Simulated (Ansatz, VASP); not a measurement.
**Cross-check of SbAs between VASP and Ansatz**

One calculation is typed for both programs; each brings its own data sets. How far apart do they land? The cell is generated by rule, not measured, and may not be a known phase. The cell is taken from a series of runs on this material, whose earlier steps may have relaxed, scaled, displaced or heated it; both programs get it as it stands.

Calculated with Ansatz 0.2.0; plane waves, with VASP 6.6.1 beside it; relaxation of cell and atoms at PBEsol and zone-centre phonons at PBEsol.

The structure was built from a prototype and need not be the compound's stable phase.

## Step 1: Set-up

The structure is cubic, space group F-43m (No. 216). The conventional cell has a = 6.429 Å, b = 6.429 Å, c = 6.429 Å, α = 90.00°, β = 90.00°, γ = 90.00°. Nearest to Sb lie 4 As at 2.78 Å. Nearest to As lie 4 Sb at 2.78 Å. Farther neighbours are not listed.

Coordinates:

```cif
data_structure
_symmetry_space_group_name_H-M 'F-43m'
_symmetry_Int_Tables_number 216
_cell_length_a 6.4291
_cell_length_b 6.4291
_cell_length_c 6.4291
_cell_angle_alpha 90.000
_cell_angle_beta 90.000
_cell_angle_gamma 90.000
_cell_volume 265.73
loop_
_atom_site_label
_atom_site_type_symbol
_atom_site_symmetry_multiplicity
_atom_site_Wyckoff_symbol
_atom_site_fract_x
_atom_site_fract_y
_atom_site_fract_z
_atom_site_occupancy
Sb1 Sb 4 a 0.00000 0.00000 0.00000 1
As1 As 4 d 0.25000 0.25000 0.75000 1
```

## Step 2: VASP: relaxation of cell and atoms, PBEsol

The relaxed volume is the usual yardstick between codes: in a stiff, nearly cubic crystal its relative difference is about their pressure difference at one cell divided by the bulk modulus.

Lines of VASP's logs that name or quote its potential files are left out, and so is its time.

INCAR reads:

```
SYSTEM = SbAs
PREC = Accurate
ENCUT = 500
EDIFF = 1E-07
NELM = 120
ISMEAR = 0
SIGMA = 0.1
LREAL = .FALSE.
ALGO = Normal
GGA = PS
NBANDS = 11
LORBIT = 11
LWAVE = .FALSE.
LCHARG = .FALSE.
ISIF = 3
IBRION = 2
NSW = 80
EDIFFG = -0.005
LASPH = .TRUE.
GGA_COMPAT = .FALSE.
NELMIN = 4
KPAR = 2
```

POSCAR reads:

```
SbAs
1.0
    0.0000000000      3.2145390000      3.2145390000
    3.2145390000      0.0000000000      3.2145390000
    3.2145390000      3.2145390000      0.0000000000
Sb As
1 1
Direct
    0.0000000000      0.0000000000      0.0000000000
    0.2499999222      0.2499999222      0.2499999222
```

KPOINTS reads:

```
Automatic mesh
0
Gamma
12 12 12
0 0 0
```

The projector-augmented-wave data sets are Sb and As (PBE family, release 64).

The run is started by

```sh
mpirun -np 2 vasp_std
```

Numbers of over 12 decimals in the logs are rounded to 6 here.

The log of the run:

```text
[banner, memory and clock lines left out]
running    2 mpi-ranks, on    1 nodes
 distrk:  each k-point on    1 cores,    2 groups
 distr:  one band on    1 cores,    1 groups

 POSCAR found type information on POSCAR SbAs
 POSCAR found :  2 types and       2 ions
|                                                                             |
|               ----> ADVICE to this user running VASP <----                  |
|                                                                             |
|     You enforced a specific xc type in the INCAR file but a different       |
|     [... a line on the potential file left out ...]
|     I HOPE YOU KNOW WHAT YOU ARE DOING!                                     |
|                                                                             |

 LDA part: xc-table for (Slater+PW92), standard interpolation
 POSCAR, INCAR and KPOINTS ok, starting setup
 FFT: planning ... GRIDC
 FFT: planning ... GRID_SOFT
 FFT: planning ... GRID
 WAVECAR not read
 entering main loop
       N       E                     dE             d eps       ncg     rms          rms(c)
DAV:   1     0.278213999520E+02    0.27821E+02   -0.34560E+03  1584   0.659E+02
DAV:   2    -0.683710210371E+01   -0.34659E+02   -0.33410E+02  2063   0.109E+02
DAV:   3    -0.901014650368E+01   -0.21730E+01   -0.21500E+01  2017   0.283E+01
DAV:   4    -0.903151970151E+01   -0.21373E-01   -0.21370E-01  1729   0.332E+00
DAV:   5    -0.903175703030E+01   -0.23733E-03   -0.23733E-03  1906   0.382E-01    0.312E+00
DAV:   6    -0.895102840681E+01    0.80729E-01   -0.29445E-01  1691   0.181E+00    0.194E+00
DAV:   7    -0.894283019758E+01    0.81982E-02   -0.29886E-02  1806   0.918E-01    0.737E-01
DAV:   8    -0.894041896683E+01    0.24112E-02   -0.45420E-03  1689   0.339E-01    0.102E-01
DAV:   9    -0.894036820203E+01    0.50765E-04   -0.75014E-04  1821   0.145E-01    0.390E-02
DAV:  10    -0.894037292865E+01   -0.47266E-05   -0.35401E-05  1665   0.361E-02    0.195E-02
DAV:  11    -0.894037576236E+01   -0.28337E-05   -0.15731E-05  1773   0.171E-02    0.426E-03
DAV:  12    -0.894037563932E+01    0.12304E-06   -0.21783E-06  1743   0.709E-03    0.186E-03
DAV:  13    -0.894037561835E+01    0.20968E-07   -0.29672E-07  1788   0.289E-03
   1 F= -.89403756E+01 E0= -.89381686E+01  d E =-.894038E+01
 curvature:   0.00 expect dE= 0.000E+00 dE for cont linesearch  0.000E+00
 trial: gam= 0.00000 g(F)=  0.139E-41 g(S)=  0.209E-03 ort = 0.000E+00 (trialstep = 0.100E+01)
 search vector abs. value=  0.209E-03
 bond charge predicted
       N       E                     dE             d eps       ncg     rms          rms(c)
DAV:   1    -0.894074098545E+01   -0.36535E-03   -0.62649E-03  1683   0.377E-01    0.702E-02
DAV:   2    -0.894053341961E+01    0.20757E-03   -0.27409E-04  1626   0.884E-02    0.380E-02
DAV:   3    -0.894045020096E+01    0.83219E-04   -0.15935E-04  1680   0.590E-02    0.672E-03
DAV:   4    -0.894044770545E+01    0.24955E-05   -0.62965E-06  1818   0.129E-02    0.571E-03
DAV:   5    -0.894044752366E+01    0.18179E-06   -0.28827E-07  1691   0.343E-03    0.170E-03
DAV:   6    -0.894044756732E+01   -0.43652E-07   -0.38925E-08   930   0.120E-03
   2 F= -.89404476E+01 E0= -.89382697E+01  d E =-.719490E-04
 trial-energy change:   -0.000072  1 .order   -0.000075   -0.000209    0.000059
 step:   0.7668(harm=  0.7789)  dis= 0.00000  next Energy=    -8.940455 (dE=-0.789E-04)
 bond charge predicted
       N       E                     dE             d eps       ncg     rms          rms(c)
DAV:   1    -0.894046994598E+01   -0.22422E-04   -0.34109E-04  1689   0.880E-02    0.166E-02
DAV:   2    -0.894045894669E+01    0.10999E-04   -0.14752E-05  1629   0.206E-02    0.899E-03
DAV:   3    -0.894045488298E+01    0.40637E-05   -0.87193E-06  1689   0.138E-02    0.154E-03
DAV:   4    -0.894045485536E+01    0.27626E-07   -0.33042E-07  1770   0.297E-03
   3 F= -.89404549E+01 E0= -.89382700E+01  d E =-.792370E-04
 curvature:  -0.39 expect dE=-0.306E-08 dE for cont linesearch -0.306E-08
 trial: gam=-0.00610 g(F)=  0.946E-41 g(S)=  0.788E-08 ort = 0.128E-05 (trialstep = 0.953E+00)
 search vector abs. value=  0.100E-09
 reached required accuracy - stopping structural energy minimisation
```

OUTCAR, selected parts (step 2):

```text
ion  position               nearest neighbor table
   1  0.000  0.000  0.000-   2 2.78   2 2.78   2 2.78   2 2.78
   2  0.250  0.250  0.250-   1 2.78   1 2.78   1 2.78   1 2.78

  LATTYP: Found a face centered cubic cell.
 ALAT       =     6.4290780000

 Subroutine GETGRP returns: Found 24 space group operations
 (whereof 24 operations were pure point group operations)

The static configuration has the point symmetry T_d .

 Found     72 irreducible k-points:

   k-points           NKPTS =     72   k-points in BZ     NKDIM =     72   number of bands    NBANDS=     11

   dimension x,y,z NGX =    36 NGY =   36 NGZ =   36
   dimension x,y,z NGXF=    72 NGYF=   72 NGZF=   72

   ENCUT  =  500.0 eV  36.75 Ry    6.06 a.u.   8.29  8.29  8.29*2*pi/ulx,y,z

   NELECT =      10.0000    total number of electrons

 k-points in reciprocal lattice and weights: Automatic mesh
   0.00000000  0.00000000  0.00000000       0.001
   0.08333333  0.00000000  0.00000000       0.005
   0.16666667  0.00000000  0.00000000       0.005
   0.25000000  0.00000000  0.00000000       0.005
   0.33333333  0.00000000  0.00000000       0.005
   0.41666667  0.00000000  0.00000000       0.005
   0.50000000  0.00000000  0.00000000       0.002
   0.08333333  0.08333333  0.00000000       0.003
   0.16666667  0.08333333  0.00000000       0.014
[...]
-0.33333333  0.50000000  0.16666667       0.007
  -0.25000000  0.50000000  0.25000000       0.003

 average (electrostatic) potential at core
       1 -88.9204       2 -50.8372

 E-fermi :   3.8598

 k-point     1 :       0.0000    0.0000    0.0000
  band No.  band energies     occupation
      1      -8.9695      2.00000
      2      -1.5555      2.00000
      3       1.9108      2.00000
      4       1.9108      2.00000
      5       1.9108      2.00000
      6       4.5449      0.00000
      7       4.5449      0.00000
      8       4.5450      0.00000
      9       8.2089      0.00000
     10      11.0209      0.00000
    ...

 k-point     2 :       0.0833    0.0000    0.0000
  band No.  band energies     occupation
      1      -8.9149      2.00000
      2      -1.8227      2.00000
      3       1.8234      2.00000
      4       1.8234      2.00000
      5       1.9502      2.00000
      6       4.6619      0.00000
      7       4.6717      0.00000
      8       4.6717      0.00000
      9       8.5123      0.00000
     10      10.7026      0.00000
    ...

 k-point     3 :       0.1667    0.0000    0.0000
  band No.  band energies     occupation
      1      -8.7548      2.00000
      2      -2.4676      2.00000
      3       1.6184      2.00000
      4       1.6184      2.00000
      5       1.9275      2.00000
      6       4.9726      0.00000
      7       4.9726      0.00000
      8       5.1130      0.00000
      9       9.2140      0.00000
     10      10.3309      0.00000
    ...

  Total        0.0003300      0.0003300      0.0003300     -0.0000000      0.0000000     -0.0000000
  in kB        0.0079357      0.0079357      0.0079357     -0.0000000      0.0000000     -0.0000000
  external PRESSURE =       0.0079357 kB  Pullay stress =       0.0000000 kB

  energy-cutoff  :      500.00
  volume of cell :       66.63
      direct lattice vectors                 reciprocal lattice vectors
     0.000000000  3.217737335  3.217737335    -0.155388693  0.155388693  0.155388693
     3.217737335  0.000000000  3.217737335     0.155388693 -0.155388693  0.155388693
     3.217737335  3.217737335  0.000000000     0.155388693  0.155388693 -0.155388693

 POSITION                                       TOTAL-FORCE (eV/Angst)
 -----------------------------------------------------------------------------------
      0.00000      0.00000      0.00000         0.000000      0.000000      0.000000
      1.60887      1.60887      1.60887        -0.000000     -0.000000     -0.000000
 -----------------------------------------------------------------------------------
    total drift:                                0.000114      0.000114      0.000114

  FREE ENERGIE OF THE ION-ELECTRON SYSTEM (eV)
  ---------------------------------------------------
  free  energy   TOTEN  =        -8.9404548554 eV

  energy  without entropy=       -8.9360851987  energy(sigma->0) =       -8.93827003

 reached required accuracy - stopping structural energy minimisation

 total charge
# of ion       s       p       d       tot
------------------------------------------
    1        1.251   1.080   0.035   2.366
    2        1.330   1.336   0.029   2.695
--------------------------------------------------
tot          2.580   2.416   0.064   5.061

[... 3 further parts left out ...]
```

CONTCAR:

```
SbAs
   1.00000000000000
     0.0000000000000000    3.2177373348888376    3.2177373348888376
     3.2177373348888376    0.0000000000000000    3.2177373348888376
     3.2177373348888376    3.2177373348888376    0.0000000000000000
  Sb              As
     1     1
Direct
     0.0000000000000000    0.0000000000000000    0.0000000000000000
     0.2499999221999971    0.2499999221999971    0.2499999221999971
```

The run keeps the 24 symmetry operations of its start, so it cannot find a distortion of lower symmetry.

## Step 3: Ansatz: relaxation of cell and atoms, PBEsol

Ansatz runs on its default PAW (the set named soft_2) files.

The same cell, functional, mesh and smearing now go to Ansatz, which takes its cutoff from its data sets.

input.yaml reads:

```yaml
crystal:
  lattice:
    - [0.0, 3.2145385099, 3.2145385099]
    - [3.2145385099, 0.0, 3.2145385099]
    - [3.2145385099, 3.2145385099, 0.0]
  atoms:
    - { symbol: Sb, position: [0.0, 0.0, 0.0] }
    - { symbol: As, position: [0.25, 0.25, 0.25] }
kpoints:
  mp_grid: { grid: [12, 12, 12] }
hamiltonian:
  xc: pbesol
scf:
  occupations: { method: gaussian, width: 0.1 }
output:
  forces: true
  stress: true
  eigenvalues: true
relax:
  adjacent_minimum: "off"
  f_tol: 0.005
  max_steps: 80
  cell: { stress_tol: 0.05 }
```

The run is started by

```sh
ansatz run input.yaml --threads 4 --pin off --max-ram 7168MiB --backend cpu --events-out ev --progress --plain --runs-dir out
```

The log of the run:

```text
Engine: ansatz 0.2.0, aarch64-unknown-linux-gnu
Pseudopotentials: kind: paw
Pseudopotential: Sb, paw, valence charge 15, recommended cutoff 420 eV (normal), Sb.paw.azcp
Pseudopotential: As, paw, valence charge 15, recommended cutoff 420 eV (normal), As.paw.azcp
Functional definition: PBEsol
  exchange = pbesol_x
  correlation = pbesol_c
Crystal: 2 atoms, lattice volume = 66.433 Å³
Basis set: ecut = 420 eV, 1291 PW (Γ), exchange–correlation on 64×64×64 points (8 copies of the dense FFT grid, shifted against one another)
Bands: 19, of which v1, the nominal top of the filled ones, is band 15 counted from 1 (14 counted from 0)
Symmetry: 24 space group operations
Space group: F-43m (ITA 216), of the structure as read, at distance tolerance 4.1e-5 Å
k-points: 72 of 1728 (time reversal used)
Non-local potential: Sb, projectors of the file, l = 0: 2, l = 1: 2, l = 2: 2, l = 3: 2
Non-local potential: As, projectors of the file, l = 0: 2, l = 1: 2, l = 2: 3, l = 3: 1
PAW form: soft (Blöchl's): semilocal exchange-correlation on the pseudo side does not see the compensation charge
PAW frozen core: Sb, regenerated for the run's functional, and the local potential with it (the file was generated under x = pbe(κ = 0.804, μ = 0.219515), c = pbe(β = 0.066725))
PAW frozen core: As, regenerated for the run's functional, and the local potential with it (the file was generated under x = pbe(κ = 0.804, μ = 0.219515), c = pbe(β = 0.066725))
PAW one-centre angular grid: Sb, 590 points (default); XC on 64 Gauss nodes
PAW one-centre angular grid: As, 590 points (default); XC on 64 Gauss nodes
Initial density: superposition of atomic densities (neutral atoms: chi_scale 0, normalization atom), corrected by the library's trained network
Initial wavefunctions: pseudopotential atomic-orbital guess
Functional: x = pbesol(κ = 0.804, μ = 0.123457), c = pbesol(β = 0.046)
SCF iter   1: F=—  HF=-11220.377230 eV  |F-HF|=—  |Δ(HF+E_count)|=         —  Δρ=2.02e-3  dr2=3.41e-3  ethr=1.77e-3  ⟨swp⟩=5.6  Hψ=6771  notcnv=0
preconditioner: auto → none  [insulator: Δε(μ)=0.113 eV  Ē_g=8.760 eV  σ=0.100 eV  W_gap=0.51  n_scr=14 (ndim 8)  ℏωp=14.4 eV  f_vac=0.108  D(μ)=0.90/eV (n_scr^D=0)  ε∞_Penn≈3.7]
SCF iter   2: F=—  HF=-11220.375539 eV  |F-HF|=—  |Δ(HF+E_count)|=   1.69e-3  Δρ=1.09e-3  dr2=8.81e-4  ethr=1.14e-5  ⟨swp⟩=2.2  Hψ=2498  notcnv=0
SCF iter   3: F=—  HF=-11220.375408 eV  |F-HF|=—  |Δ(HF+E_count)|=   1.30e-4  Δρ=4.59e-4  dr2=1.24e-4  ethr=2.94e-6  ⟨swp⟩=3.0  Hψ=2164  notcnv=0
SCF iter   4: F=—  HF=-11220.375440 eV  |F-HF|=—  |Δ(HF+E_count)|=   3.14e-5  Δρ=2.02e-4  dr2=2.07e-5  ethr=4.14e-7  ⟨swp⟩=2.5  Hψ=2217  notcnv=0
SCF iter   5: F=—  HF=-11220.375455 eV  |F-HF|=—  |Δ(HF+E_count)|=   1.55e-5  Δρ=5.23e-5  dr2=1.14e-6  ethr=6.89e-8  ⟨swp⟩=2.3  Hψ=1807  notcnv=0
SCF iter   6: F=-11220.375455 eV  HF=-11220.375455 eV  |F-HF|=4.09e-9  |Δ(HF+E_count)|=   1.97e-7  Δρ=7.80e-6  dr2=3.04e-8  ethr=3.33e-10  ⟨swp⟩=3.8  Hψ=6387  notcnv=0
SCF 1 converged in 6 iterations: F = -11220.375455 eV  dr2 = 3.04e-8
  greatest PAW one-centre occupation: 0.999 electrons in one spin orbital (limit 2), on the As atom at site 1 (counted from 0), in its partial waves of l = 2
relax step   1: F+E_penalty+E_count = -11220.37545536 eV  Δ(F+E_penalty+E_count) = +0.000e0 eV  max|allowed force component| = 5.551e-16 eV/Å  Δτ_max = 0.0000 Å  P = +0.004 GPa  Ω = 66.433 Å³  (6 SCF iters, dr2 threshold 1.00e-7 eV, accepted)
Initial density: handed on by an earlier stage of this run
Initial wavefunctions: pseudopotential atomic-orbital guess (no wavefunctions were taken with the density)
iter 1 solved again at ethr=1.63e-7 eV; its pass at ethr=3.10e-3 eV (dr2=4.90e-5 eV) is discarded
SCF iter   1: F=—  HF=-11220.375454 eV  |F-HF|=—  |Δ(HF+E_count)|=         —  Δρ=8.27e-6  dr2=3.15e-8  ethr=1.63e-7  ⟨swp⟩=2.9  Hψ=9991  notcnv=0
preconditioner: auto → none  [insulator: Δε(μ)=0.114 eV  Ē_g=8.766 eV  σ=0.100 eV  W_gap=0.50  n_scr=14 (ndim 8)  ℏωp=14.4 eV  f_vac=0.104  D(μ)=0.87/eV (n_scr^D=0)  ε∞_Penn≈3.7]
SCF iter   2: F=—  HF=-11220.375455 eV  |F-HF|=—  |Δ(HF+E_count)|=   1.16e-6  Δρ=4.38e-6  dr2=1.28e-8  ethr=1.05e-10  ⟨swp⟩=2.9  Hψ=2690  notcnv=0
SCF iter   3: F=—  HF=-11220.375455 eV  |F-HF|=—  |Δ(HF+E_count)|=   7.46e-9  Δρ=2.23e-6  dr2=3.73e-9  ethr=4.26e-11  ⟨swp⟩=2.0  Hψ=1672  notcnv=0
SCF iter   4: F=—  HF=-11220.375455 eV  |F-HF|=—  |Δ(HF+E_count)|=   2.80e-9  Δρ=8.38e-7  dr2=3.35e-10  ethr=1.24e-11  ⟨swp⟩=2.0  Hψ=1723  notcnv=0
SCF iter   5: F=-11220.375455 eV  HF=-11220.375455 eV  |F-HF|=0.00e0  |Δ(HF+E_count)|=  6.48e-10  Δρ=6.74e-8  dr2=2.62e-12  ethr=1.00e-12  ⟨swp⟩=4.7  Hψ=6950  notcnv=0
SCF 2 converged in 5 iterations: F = -11220.375455 eV  dr2 = 2.62e-12
relax step   2: F+E_penalty+E_count = -11220.37545539 eV  Δ(F+E_penalty+E_count) = -2.801e-8 eV  max|allowed force component| = 4.903e-16 eV/Å  Δτ_max = 0.0000 Å  P = +0.003 GPa  Ω = 66.433 Å³  stress off target by 3.46e-3 GPa  SCF on the basis re-selected at this cell (its energy is not comparable with the rows above)  (5 SCF iters)
basis re-selected at this cell: Δ(F+E_penalty+E_count) = -2.801e-8 eV, ΔP = -0.000 GPa vs the last step (what re-selecting the basis moved, of the pressure what is left beyond the Pulay correction that the steps carried, after the strain that the cell walked since its last selection, with what the two solves' SCF thresholds leave and, on support functions, any second-order correction that the steps lacked; it is no m [...]
SCF converged after 5 iterations
Free energy (F): -11220.375455 eV
Harris-Foulkes:  -11220.375455 eV  (|F-HF|=0.00e0)
Internal energy: -11220.371098 eV  (E = F + TS)
E sigma→0 (E₀):  -11220.373277 eV
Entropy (-TS):   -0.004358 eV (-2.179 meV/atom)
Fermi energy:    6.872507 eV
--- Per-component energies (eV) ---
  E_band       = -499.179647
  E_kinetic    = 308.671769
  E_local      = -3940.427672  (includes V_loc(G=0)·N_el)
  E_nonlocal   = -305.430625
  E_hartree    = 1935.917076
  E_xc         = -215.230462
  E_vxc        = -174.435488  (∫ρ·V_xc dr)
  E_paw        = -6290.503604  (= ΣΔE_a)
  E_vpaw       = -259.391822  (= ΣTr[D̂ρ^β])
  E_aug_tail   = 0.000006  (compensation charges beyond the density's cutoff)
  E_ewald      = -2714.665872
  E_core_change = 1.298286  (= ΣΔE_core)
  E_smearing   = -0.004358  (= −TS)
  E_closure    = -0.000000  (closes the sum)
  Σ components = -11220.375455   (vs F -11220.375455, Δ=0.00e0)
--- Forces (eV/Å), atoms counted from 1 ---
  atom   1  Sb    -0.00000000    -0.00000000    -0.00000000
  atom   2  As     0.00000000    -0.00000000     0.00000000
  max |Σ_I F_I| component: 6.48e-16 eV/Å
--- Stress (GPa, compression-positive) ---
        0.003456      -0.000000      -0.000000
        0.000000       0.003456       0.000000
       -0.000000       0.000000       0.003456
  P = ⅓ Tr σ = 0.0035 GPa (0.035 kbar)
--- Band table (eV; the first three rows and the last of 72) ---
  k-point 0: bands = [... 11 lower, 1.4509, 4.9215, 4.9215, 4.9215, 7.5591, 7.5591, 7.5591, 11.2248]
  k-point 1: bands = [... 11 lower, 1.1838, 4.8341, 4.8341, 4.9609, 7.6760, 7.6861, 7.6861, 11.5290]
  k-point 2: bands = [... 11 lower, 0.5390, 4.6288, 4.6288, 4.9379, 7.9875, 7.9875, 8.1277, 12.2326]
  k-point 71: bands = [... 11 lower, -2.6614, 2.6495, 2.6705, 7.8228, 7.9876, 9.3386, 10.1104, 13.1648]
--- Relaxed structure (1 steps of the walk, 1 accepted, 1 SCFs on fresh bases) ---
  F+E_penalty+E_count = -11220.37545539 eV   max|allowed force component| = 4.903e-16 eV/Å   (the final SCF, on the basis selected at the relaxed cell)
  cell:  # Å, volume = 66.4333 Å³
    - [0.0, 3.2145385099, 3.2145385099]
    - [3.2145385099, 0.0, 3.2145385099]
    - [3.2145385099, 3.2145385099, 0.0]
  atoms:
    - { symbol: Sb, position: [0.0, 0.0, 0.0] }
    - { symbol: As, position: [0.25, 0.25, 0.25] }
```

In the SCF lines HF is the Harris–Foulkes energy and dr2 the Hartree energy of the density residual, in eV; the loop may stop once dr2 is under the threshold and the program's other checks hold. Hψ counts applications of the Hamiltonian.

## Step 4: Side by side

Known differences besides the potentials themselves: the data sets hold 30 valence electrons in Ansatz (on its default PAW (the set named soft_2) files) and 10 in VASP; the cutoff is 420 eV in Ansatz and 500 eV in VASP; Ansatz makes its cores anew for this functional, VASP keeps those of its PBE data sets; Ansatz adds a Pulay correction to the stress that steers its cell, VASP none. Total energies have different zeros and are not compared.

Compared:

| quantity | Ansatz | VASP | difference |
| --- | --- | --- | --- |
| volume (Å³) | 66.43 | 66.63 | -0.30 % |
| edge a after relaxation, in the typed setting (Å) | 4.546 | 4.551 | -0.10 % |

(Part 1 of 2 ends here.)

[Lines on the potential files, build, host, timing and source positions are cut from VASP's logs without a mark.]

[Logs are printed without paths, hosts, clocks, repeated set-up lines and the standing remarks that a program may print on its own settings, such as how far it seeks lower states.]

[Hosts, paths, dates, database ids (printed as entryN), source tags and the programs' standing remarks are cut or masked in the printed files.]
